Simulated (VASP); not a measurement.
Input:

```
Al
1.0
    0.00000     2.99463     2.99463
    2.99463     0.00000     2.99463
    2.99463     2.99463     0.00000
Al
2
Direct
  0.75000   0.75000   0.75000
  0.50000   0.50000   0.50000
```

The numbers are results of PBEsol GGA, VASP's PBE PAW potentials (set 64) (plane waves; VASP 6.6.1), not measurements. Numerical set-up: 400 eV cut-off, 10×10×10 Γ-centred mesh, first-order Methfessel-Paxton smearing of 0.10 eV, potentials Al.

Problem. Predict the energy per atom (σ→0), band gap (on the k-mesh) with the smallest direct gap where there is one.

Solution. 
```
Property                                                     Value
------------------------  ----------------------------------------
band gap (on the k-mesh)  none (metal, semimetal or under 0.01 eV)
energy per atom (σ→0)                       -314.0 kJ/mol of atoms
```

The structure was generated: Al was put into the diamond type (Fd-3m), which need not be its known phase. It was relaxed first, which changed the volume by +29 %. The start is the result of an earlier pass.
